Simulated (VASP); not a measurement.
An input for Quantum ESPRESSO's pw.x (written as the equivalent of a VASP run, and not itself run):

```
&CONTROL
  calculation = 'scf'
  pseudo_dir = './pseudo'
  outdir = './out'
  tprnfor = .true.
  tstress = .true.
/
&SYSTEM
  ibrav = 0
  nat = 2
  ntyp = 2
  ecutwfc = 84
  occupations = 'smearing'
  smearing = 'methfessel-paxton'
  degauss = 0.00735
  input_dft = 'pbe'
/
&ELECTRONS
  conv_thr = 7.3e-08
  electron_maxstep = 100
/
ATOMIC_SPECIES
  Al 26.982 Al.upf
  Ru 101.070 Ru.upf
CELL_PARAMETERS angstrom
     2.9900000    0.0000000    0.0000000
     0.0000000    2.9900000    0.0000000
     0.0000000    0.0000000    2.9900000
ATOMIC_POSITIONS crystal
  Al   0.5000000  0.5000000  0.5000000
  Ru   0.0000000  0.0000000  0.0000000
K_POINTS automatic
  11 11 11 0 0 0
```

Question: Translate this input to VASP (INCAR, KPOINTS, POSCAR, choice of POTCAR).

Answer: Several could match; the one computed here: 
POSCAR:
```
RuAl
1
    2.9900000000     0.0000000000     0.0000000000
    0.0000000000     2.9900000000     0.0000000000
    0.0000000000     0.0000000000     2.9900000000
Al Ru
1 1
Direct
  0.5000000000   0.5000000000   0.5000000000
  0.0000000000   0.0000000000   0.0000000000
```

File KPOINTS:
```
Automatic mesh
0
Gamma
11 11 11
0 0 0
```

**INCAR**
```
SYSTEM = RuAl
PREC = Accurate; ENCUT = 400; LREAL = .FALSE.
LASPH = .TRUE.
EDIFF = 1E-6; NELM = 100; ALGO = Normal
LMAXMIX = 4
ISMEAR = 1; SIGMA = 0.1
GGA = PE
ISIF = 2
LWAVE = .FALSE.; LCHARG = .FALSE.
```

POTCAR, in this order: Al Ru_pv (PBE.64 set). Program: vasp_std.

What does not carry over: the potentials are each code's own (VASP's PAW set, PseudoDojo norm-conserving files in pw.x), so ENCUT and ecutwfc are chosen apart and not converted; conv_thr bounds pw.x's estimated SCF error, while EDIFF bounds the energy change between steps.

The compound is RuAl in the CsCl type structure. The cell was not relaxed at this level.
